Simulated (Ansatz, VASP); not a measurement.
# SrVO3 in two plane-wave programs, part 2 of 2

Aim: how closely do two programs agree when they are given the same cell, functional and k mesh? The cell is taken from a series of runs on this material, whose earlier steps may have relaxed, scaled, displaced or heated it; both programs get it as it stands.

VASP 6.6.1 and Ansatz 0.2.0.

So far: Set-up; Ansatz: elastic constants, PBE.

## (3) VASP: elastic constants, PBE

Level of this step: PBE, no spin polarisation; plane waves and PAW (Sr_sv, V_sv, O) (VASP).

The same cell, functional, mesh and smearing now go to VASP, with its own data sets.

Lines of VASP's logs that name or quote its potential files are left out, and so is its time.

File INCAR:

```
SYSTEM = SrVO3
PREC = Accurate
ENCUT = 600
EDIFF = 1E-08
NELM = 120
ISMEAR = 1
SIGMA = 0.25
LREAL = .FALSE.
ALGO = Normal
GGA = PE
NBANDS = 26
LASPH = .TRUE.
LORBIT = 11
LWAVE = .FALSE.
LCHARG = .FALSE.
ISIF = 3
IBRION = 6
NFREE = 2
POTIM = 0.015
NSW = 1
GGA_COMPAT = .FALSE.
KPAR = 2
```

File POSCAR:

```
SrVO3
1.0
    3.8576345467      0.0000000000      0.0000000000
    0.0000000000      3.8576345467      0.0000000000
    0.0000000000      0.0000000000      3.8576345467
Sr V O
1 1 3
Direct
    0.5000000000      0.5000000000      0.5000000000
    0.0000000000      0.0000000000      0.0000000000
    0.5000000000      0.0000000000      0.0000000000
    0.0000000000      0.5000000000      0.0000000000
    0.0000000000      0.0000000000      0.5000000000
```

File KPOINTS:

```
Automatic mesh
0
Gamma
14 14 14
0 0 0
```

Potentials, in the order of the species: Sr_sv, V_sv and O (PBE family, release 64).

Run with:

```console
mpirun -np 2 vasp_std
```

Numbers of over 12 decimals in the logs are rounded to 6 here.

What it wrote:

```text
[banner, memory and clock lines left out]
running    2 mpi-ranks, on    1 nodes
 distrk:  each k-point on    1 cores,    2 groups
 distr:  one band on    1 cores,    1 groups

 POSCAR found type information on POSCAR SrV O
 POSCAR found :  3 types and       5 ions
 LDA part: xc-table for (Slater+PW92), standard interpolation
 POSCAR, INCAR and KPOINTS ok, starting setup
 FFT: planning ... GRIDC
 FFT: planning ... GRID_SOFT
 FFT: planning ... GRID
 WAVECAR not read
 entering main loop
       N       E                     dE             d eps       ncg     rms          rms(c)
DAV:   1     0.439037957251E+03    0.43904E+03   -0.23860E+04  6240   0.181E+03
DAV:   2    -0.178635460515E+02   -0.45690E+03   -0.44665E+03  7470   0.480E+02
DAV:   3    -0.486868303495E+02   -0.30823E+02   -0.30649E+02  7406   0.126E+02
DAV:   4    -0.498128377848E+02   -0.11260E+01   -0.11242E+01 10570   0.179E+01
DAV:   5    -0.498280331539E+02   -0.15195E-01   -0.15178E-01  8200   0.165E+00    0.367E+01
DAV:   6    -0.409183769692E+02    0.89097E+01   -0.87054E+01  7978   0.689E+01    0.182E+01
DAV:   7    -0.399699579575E+02    0.94842E+00   -0.27444E+01  7336   0.491E+01    0.169E+01
DAV:   8    -0.393222861487E+02    0.64767E+00   -0.23688E+00  7402   0.138E+01    0.613E+00
DAV:   9    -0.393219607326E+02    0.32542E-03   -0.60231E-01  8422   0.652E+00    0.219E+00
DAV:  10    -0.392886463351E+02    0.33314E-01   -0.26217E-01  7284   0.521E+00    0.778E-01
DAV:  11    -0.392895794599E+02   -0.93312E-03   -0.47808E-02  7494   0.210E+00    0.699E-01
DAV:  12    -0.392856136819E+02    0.39658E-02   -0.11703E-02  7164   0.114E+00    0.677E-02
DAV:  13    -0.392856527591E+02   -0.39077E-04   -0.73396E-04  7332   0.169E-01    0.410E-02
DAV:  14    -0.392856578313E+02   -0.50722E-05   -0.32327E-05  8568   0.337E-02    0.184E-02
DAV:  15    -0.392856541477E+02    0.36836E-05   -0.31560E-05  7838   0.532E-02    0.120E-02
DAV:  16    -0.392856533601E+02    0.78760E-06   -0.25762E-06  7070   0.153E-02    0.272E-03
DAV:  17    -0.392856532545E+02    0.10558E-06   -0.17255E-07  8042   0.305E-03    0.238E-03
DAV:  18    -0.392856532034E+02    0.51102E-07   -0.92903E-08  7250   0.289E-03    0.509E-04
DAV:  19    -0.392856532149E+02   -0.11477E-07   -0.15375E-08  4108   0.117E-03    0.368E-04
DAV:  20    -0.392856532093E+02    0.55843E-08   -0.50589E-09  3898   0.682E-04
   1 F= -.39285653E+02 E0= -.39285026E+02  d E =-.188131E-02
[... from here on, the cycles between the ionic steps are left out ...]
   2 F= -.39277041E+02 E0= -.39276612E+02  d E =-.128575E-02
  13 F= -.39281010E+02 E0= -.39280386E+02  d E =-.187024E-02
  14 F= -.39285176E+02 E0= -.39284549E+02  d E =-.188108E-02
  15 F= -.39285176E+02 E0= -.39284549E+02  d E =-.188114E-02
  16 F= -.39284360E+02 E0= -.39283740E+02  d E =-.186049E-02
  17 F= -.39284360E+02 E0= -.39283740E+02  d E =-.186053E-02
  18 F= -.39284191E+02 E0= -.39283567E+02  d E =-.187385E-02
  19 F= -.39284191E+02 E0= -.39283567E+02  d E =-.187381E-02
  20 F= -.39284838E+02 E0= -.39284213E+02  d E =-.187510E-02
 Finite differences progress:
  Degree of freedom:  10/ 10
  Displacement:        1/  2
  Total:              19/ 20
 bond charge predicted
       N       E                     dE             d eps       ncg     rms          rms(c)
DAV:   1    -0.392819295568E+02    0.29089E-02   -0.30542E+00 27178   0.970E+00    0.247E-01
DAV:   2    -0.392852313905E+02   -0.33018E-02   -0.41142E-02 28834   0.121E+00    0.161E-01
DAV:   3    -0.392848575550E+02    0.37384E-03   -0.16134E-03 35728   0.248E-01    0.661E-02
DAV:   4    -0.392848452724E+02    0.12283E-04   -0.46723E-04 29098   0.172E-01    0.459E-02
DAV:   5    -0.392848393361E+02    0.59363E-05   -0.61797E-05 28802   0.747E-02    0.190E-02
DAV:   6    -0.392848388870E+02    0.44914E-06   -0.42192E-06 36110   0.162E-02    0.121E-02
DAV:   7    -0.392848383694E+02    0.51755E-06   -0.35818E-06 28656   0.156E-02    0.184E-03
DAV:   8    -0.392848384393E+02   -0.69941E-07   -0.92171E-07 29186   0.616E-03    0.121E-03
DAV:   9    -0.392848384496E+02   -0.10219E-07   -0.44714E-08 27976   0.163E-03    0.696E-04
DAV:  10    -0.392848384552E+02   -0.56771E-08   -0.15629E-08 19642   0.931E-04
  21 F= -.39284838E+02 E0= -.39284213E+02  d E =-.187510E-02
 Finite differences progress:
  Degree of freedom:  10/ 10
  Displacement:        2/  2
  Total:              20/ 20
```

From OUTCAR (step 3):

```text
ion  position               nearest neighbor table
   1  0.500  0.500  0.500-   3 2.73   4 2.73   5 2.73   3 2.73   4 2.73   3 2.73   5 2.73   3 2.73
                             4 2.73   5 2.73   4 2.73   5 2.73   2 3.34   2 3.34   2 3.34   2 3.34
   2  0.000  0.000  0.000-   3 1.93   4 1.93   5 1.93   5 1.93   4 1.93   3 1.93   1 3.34   1 3.34
                             1 3.34   1 3.34   1 3.34   1 3.34   1 3.34   1 3.34
   3  0.500  0.000  0.000-   2 1.93   2 1.93   1 2.73   1 2.73   1 2.73   1 2.73
   4  0.000  0.500  0.000-   2 1.93   2 1.93   1 2.73   1 2.73   1 2.73   1 2.73
   5  0.000  0.000  0.500-   2 1.93   2 1.93   1 2.73   1 2.73   1 2.73   1 2.73

  LATTYP: Found a simple cubic cell.
 ALAT       =     3.8576345467

 Subroutine GETGRP returns: Found 48 space group operations
 (whereof 48 operations were pure point group operations)

The static configuration has the point symmetry O_h .

 Found    120 irreducible k-points:

   k-points           NKPTS =    120   k-points in BZ     NKDIM =    120   number of bands    NBANDS=     26

   dimension x,y,z NGX =    32 NGY =   32 NGZ =   32
   dimension x,y,z NGXF=    64 NGYF=   64 NGZF=   64

   ENCUT  =  600.0 eV  44.10 Ry    6.64 a.u.   7.70  7.70  7.70*2*pi/ulx,y,z

   NELECT =      41.0000    total number of electrons

 k-points in reciprocal lattice and weights: Automatic mesh
   0.00000000  0.00000000  0.00000000       0.000
   0.07142857  0.00000000  0.00000000       0.002
   0.14285714  0.00000000  0.00000000       0.002
   0.21428571  0.00000000  0.00000000       0.002
   0.28571429  0.00000000  0.00000000       0.002
   0.35714286  0.00000000  0.00000000       0.002
   0.42857143  0.00000000  0.00000000       0.002
   0.50000000  0.00000000  0.00000000       0.001
   0.07142857  0.07142857  0.00000000       0.004
[...]
ZX           0.0000     -0.0000     -0.0000      0.0000      0.0000   1152.1850
 --------------------------------------------------------------------------------

 Eigenvectors and eigenvalues of the dynamical matrix
 ----------------------------------------------------

   1 f  =   16.418220 THz   103.158717 2PiTHz  547.652863 cm-1    67.900271 meV
             X         Y         Z           dx          dy          dz
      1.928817  1.928817  1.928817    -0.000000    0.000000    0.007942
      0.000000  0.000000  0.000000     0.000000   -0.000000   -0.002945
      1.928817  0.000000  0.000000     0.000000    0.000000    0.403868
      0.000000  1.928817  0.000000    -0.000000   -0.000000    0.403868
      0.000000  0.000000  1.928817    -0.000000    0.000000   -0.820798

   2 f  =   16.418220 THz   103.158717 2PiTHz  547.652863 cm-1    67.900271 meV
             X         Y         Z           dx          dy          dz
      1.928817  1.928817  1.928817    -0.007898   -0.000827   -0.000000
      0.000000  0.000000  0.000000     0.002929    0.000307   -0.000000
      1.928817  0.000000  0.000000     0.816339   -0.042039   -0.000000
      0.000000  1.928817  0.000000    -0.401674    0.085438    0.000000
      0.000000  0.000000  1.928817    -0.401674   -0.042039   -0.000000

   3 f  =   16.418220 THz   103.158717 2PiTHz  547.652863 cm-1    67.900271 meV
             X         Y         Z           dx          dy          dz
      1.928817  1.928817  1.928817     0.000827   -0.007898    0.000000
      0.000000  0.000000  0.000000    -0.000307    0.002929    0.000000
      1.928817  0.000000  0.000000    -0.085438   -0.401674    0.000000
      0.000000  1.928817  0.000000     0.042039    0.816339    0.000000
      0.000000  0.000000  1.928817     0.042039   -0.401674   -0.000000

   4 f  =    9.917382 THz    62.312747 2PiTHz  330.808243 cm-1    41.014976 meV
             X         Y         Z           dx          dy          dz
      1.928817  1.928817  1.928817    -0.000000   -0.000000   -0.000000
      0.000000  0.000000  0.000000     0.000000    0.000000    0.000000
      1.928817  0.000000  0.000000    -0.000000    0.390548   -0.083634
      0.000000  1.928817  0.000000    -0.583505   -0.000000    0.083634
      0.000000  0.000000  1.928817     0.583505   -0.390548   -0.000000

   5 f  =    9.917382 THz    62.312747 2PiTHz  330.808243 cm-1    41.014976 meV
             X         Y         Z           dx          dy          dz
      1.928817  1.928817  1.928817    -0.000000   -0.000000    0.000000
      0.000000  0.000000  0.000000     0.000000    0.000000   -0.000000
      1.928817  0.000000  0.000000    -0.000000   -0.540161    0.229465
      0.000000  1.928817  0.000000    -0.394426   -0.000000   -0.229465
      0.000000  0.000000  1.928817     0.394426    0.540161    0.000000

   6 f  =    9.917382 THz    62.312747 2PiTHz  330.808243 cm-1    41.014976 meV
             X         Y         Z           dx          dy          dz
      1.928817  1.928817  1.928817    -0.000000   -0.000000    0.000000
      0.000000  0.000000  0.000000     0.000000   -0.000000   -0.000000
      1.928817  0.000000  0.000000    -0.000000   -0.236006   -0.663590
      0.000000  1.928817  0.000000    -0.062849    0.000000    0.663590
      0.000000  0.000000  1.928817     0.062849    0.236006    0.000000

   7 f  =    9.876162 THz    62.053757 2PiTHz  329.433309 cm-1    40.844506 meV
             X         Y         Z           dx          dy          dz
      1.928817  1.928817  1.928817    -0.018441    0.029356    0.005981
      0.000000  0.000000  0.000000     0.377488   -0.600920   -0.122441
      1.928817  0.000000  0.000000    -0.208502    0.334801    0.068217
      0.000000  1.928817  0.000000    -0.210316    0.331913    0.068217
      0.000000  0.000000  1.928817    -0.210316    0.334801    0.067629

   8 f  =    9.876162 THz    62.053757 2PiTHz  329.433309 cm-1    40.844506 meV
             X         Y         Z           dx          dy          dz
      1.928817  1.928817  1.928817    -0.029815   -0.018671   -0.000286
      0.000000  0.000000  0.000000     0.610316    0.382196    0.005861
      1.928817  0.000000  0.000000    -0.337103   -0.212939   -0.003265
      0.000000  1.928817  0.000000    -0.340035   -0.211103   -0.003265
      0.000000  0.000000  1.928817    -0.340035   -0.212939   -0.003237

   9 f  =    9.876162 THz    62.053757 2PiTHz  329.433309 cm-1    40.844506 meV
             X         Y         Z           dx          dy          dz
      1.928817  1.928817  1.928817     0.002936   -0.005219    0.034666
      0.000000  0.000000  0.000000    -0.060092    0.106841   -0.709625
      1.928817  0.000000  0.000000     0.033191   -0.059526    0.395365
      0.000000  1.928817  0.000000     0.033480   -0.059013    0.395365
      0.000000  0.000000  1.928817     0.033480   -0.059526    0.391955

  10 f  =    4.697845 THz    29.517428 2PiTHz  156.703228 cm-1    19.428715 meV
             X         Y         Z           dx          dy          dz
      1.928817  1.928817  1.928817    -0.091250   -0.625038   -0.361505
      0.000000  0.000000  0.000000     0.057258    0.392200    0.226838
      1.928817  0.000000  0.000000     0.035902    0.257474    0.148916
      0.000000  1.928817  0.000000     0.037589    0.245921    0.148916
      0.000000  0.000000  1.928817     0.037589    0.257474    0.142234

  11 f  =    4.697845 THz    29.517428 2PiTHz  156.703228 cm-1    19.428715 meV
             X         Y         Z           dx          dy          dz
      1.928817  1.928817  1.928817     0.041943    0.359177   -0.631600
      0.000000  0.000000  0.000000    -0.026318   -0.225377    0.396317
      1.928817  0.000000  0.000000    -0.016502   -0.147957    0.260177
      0.000000  1.928817  0.000000    -0.017278   -0.141318    0.260177
      0.000000  0.000000  1.928817    -0.017278   -0.147957    0.248503

  12 f  =    4.697845 THz    29.517428 2PiTHz  156.703228 cm-1    19.428715 meV
             X         Y         Z           dx          dy          dz
      1.928817  1.928817  1.928817     0.720833   -0.100023   -0.009012
      0.000000  0.000000  0.000000    -0.452309    0.062762    0.005655
      1.928817  0.000000  0.000000    -0.283612    0.041203    0.003712
      0.000000  1.928817  0.000000    -0.296935    0.039354    0.003712
      0.000000  0.000000  1.928817    -0.296935    0.041203    0.003546

  13 f/i=    0.007820 THz     0.049135 2PiTHz    0.260848 cm-1     0.032341 meV
             X         Y         Z           dx          dy          dz
      1.928817  1.928817  1.928817     0.371689    0.574839    0.020531
      0.000000  0.000000  0.000000     0.283494    0.438439    0.015659
      1.928817  0.000000  0.000000     0.159235    0.246196    0.008793
      0.000000  1.928817  0.000000     0.159190    0.246266    0.008793
      0.000000  0.000000  1.928817     0.159190    0.246196    0.008796

  14 f/i=    0.007820 THz     0.049135 2PiTHz    0.260848 cm-1     0.032341 meV
             X         Y         Z           dx          dy          dz
      1.928817  1.928817  1.928817     0.018229    0.012660   -0.684486
      0.000000  0.000000  0.000000     0.013904    0.009656   -0.522070
      1.928817  0.000000  0.000000     0.007810    0.005422   -0.293157
      0.000000  1.928817  0.000000     0.007807    0.005424   -0.293157
      0.000000  0.000000  1.928817     0.007807    0.005422   -0.293241

  15 f/i=    0.007820 THz     0.049135 2PiTHz    0.260848 cm-1     0.032341 meV
             X         Y         Z           dx          dy          dz
      1.928817  1.928817  1.928817     0.574916   -0.372041    0.008430
      0.000000  0.000000  0.000000     0.438499   -0.283762    0.006430
      1.928817  0.000000  0.000000     0.246300   -0.159340    0.003611
      0.000000  1.928817  0.000000     0.246229   -0.159386    0.003611
      0.000000  0.000000  1.928817     0.246229   -0.159340    0.003612

 ELASTIC MODULI CONTR FROM IONIC RELAXATION (kBar)
 Direction    XX          YY          ZZ          XY          YZ          ZX
 --------------------------------------------------------------------------------
 XX           0.0000      0.0000      0.0000      0.0000      0.0000      0.0000
 YY           0.0000      0.0000      0.0000      0.0000      0.0000      0.0000
 ZZ           0.0000      0.0000      0.0000      0.0000      0.0000      0.0000
 XY           0.0000      0.0000      0.0000      0.0000      0.0000      0.0000
 YZ           0.0000      0.0000      0.0000      0.0000      0.0000      0.0000
 ZX           0.0000      0.0000      0.0000      0.0000      0.0000      0.0000
 --------------------------------------------------------------------------------

 TOTAL ELASTIC MODULI (kBar)
 Direction    XX          YY          ZZ          XY          YZ          ZX
 --------------------------------------------------------------------------------
 XX        3178.4166   1152.1189   1152.1189     -0.0000     -0.0000      0.0000
 YY        1152.1189   3178.4166   1152.1189     -0.0000      0.0000     -0.0000
 ZZ        1152.1189   1152.1189   3178.4166      0.0000     -0.0000     -0.0000
 XY          -0.0000     -0.0000      0.0000   1152.1850      0.0000      0.0000
 YZ          -0.0000      0.0000     -0.0000      0.0000   1152.1850      0.0000
 ZX           0.0000     -0.0000     -0.0000      0.0000      0.0000   1152.1850
 --------------------------------------------------------------------------------

 total charge
# of ion       s       p       d       tot
------------------------------------------
    1        1.999   5.800   0.213   8.012
    2        2.281   6.339   2.939  11.558
    3        1.561   3.478   0.000   5.038
    4        1.561   3.478   0.000   5.038
    5        1.561   3.478   0.000   5.038
--------------------------------------------------
tot          8.961  22.572   3.152  34.685
```

CONTCAR:

```
SrVO3
   1.00000000000000
     3.8576345466999999    0.0000000000000000    0.0000000000000000
     0.0000000000000000    3.8576345466999999    0.0000000000000000
     0.0000000000000000    0.0000000000000000    3.8576345466999999
  Sr              V               O
     1     1     3
Direct
     0.5000000000000000    0.5000000000000000    0.5000000000000000
     0.0000000000000000    0.0000000000000000    0.0000000000000000
     0.5000000000000000   -0.0038883932156901    0.0000000000000000
     0.0000000000000000    0.5000000000000000    0.0000000000000000
     0.0000000000000000    0.0000000000000000    0.5000000000000000
```

This run has no spin polarisation, so a moment on V, if there is one, isn't seen. Its electron count is odd, so without a moment it is a metal by construction. Oxides and halides of V are often magnetic insulators, and a metal at this level, without U or exact exchange, may be an artefact.

Levels, forces or a CONTCAR printed for this step are those of its last displaced cell, not of the structure at rest.

## (4) Side by side

Known differences besides the potentials themselves: the cutoff is 420 eV in Ansatz and 600 eV in VASP; VASP takes each elastic constant from one size of strain, Ansatz from those that its log lists. Total energies have different zeros and are not compared.

The two programs side by side:

| quantity | Ansatz | VASP | difference |
| --- | --- | --- | --- |
| C11 (GPa) | 314.4 | 317.8 | -1.09 % |
| C22 (GPa) | 314.4 | 317.8 | -1.09 % |
| C33 (GPa) | 314.4 | 317.8 | -1.09 % |
| C12 (GPa) | 115.3 | 115.2 | +0.09 % |
| C13 (GPa) | 115.3 | 115.2 | +0.09 % |
| C23 (GPa) | 115.3 | 115.2 | +0.09 % |
| C44 (GPa) | 115.3 | 115.2 | +0.09 % |
| C55 (GPa) | 115.3 | 115.2 | +0.09 % |
| C66 (GPa) | 115.3 | 115.2 | +0.09 % |

## (5) What came out

* difference in C11 (elastic constants, PBE): -1.1 %

What this shows: The difference in C11 is -1.1 % (elastic constants, PBE), within the 5 % picked in this series as the mark of a large difference. How closely two codes agree says nothing of how well the functional describes the real material.

[Lines on the potential files, build, host, timing and source positions are cut from VASP's logs without a mark.]

[Logs are printed without paths, hosts, clocks, repeated set-up lines and the standing remarks that a program may print on its own settings, such as how far it seeks lower states.]

[Hosts, paths, dates, database ids (printed as entryN), source tags and the programs' standing remarks are cut or masked in the printed files.]
